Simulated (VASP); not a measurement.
Here is the system:

```
CELL_PARAMETERS angstrom
      2.69942     0.00000     0.00000
      0.00000     2.69942     0.00000
      0.00000     0.00000     3.72332
ATOMIC_POSITIONS crystal
  Fe 0.00000 0.00000 0.00000
  Pt 0.50000 0.50000 0.50000
```
Starting moments (μB, in the order of the record's atoms Fe Pt): 2.9 0.3.

All values below come from optB88-vdW, VASP's PBE PAW potentials (set 64) (plane waves; VASP). Settings: 520 eV cut-off, 13×13×10 Γ-centred mesh, first-order Methfessel-Paxton smearing of 0.10 eV, potentials Fe Pt.

Unless said otherwise, spin-orbit coupling is left out, though it shifts the bands of the heavy elements here.

Estimate the cell moment, energy per atom (σ→0), pressure, band gap (on the k-mesh) with the smallest direct gap where there is one.

```
Item                                                         Value
------------------------  ----------------------------------------
band gap (on the k-mesh)  none (metal, semimetal or under 0.01 eV)
cell moment                                                3.18 μB
energy per atom (σ→0)                               -4.778 eV/atom
pressure                                                  6.71 GPa
```

Give the moment on each site (PAW-sphere projection).

```csv
site,moment (μB)
Fe1,2.82
Pt2,0.32
```

Total energies compare only between runs with the same potentials, cut-off and functional.

The compound is FePt in the L1_0 structure. This cell is one point of a volume scan, at 0.97 of the reference volume.
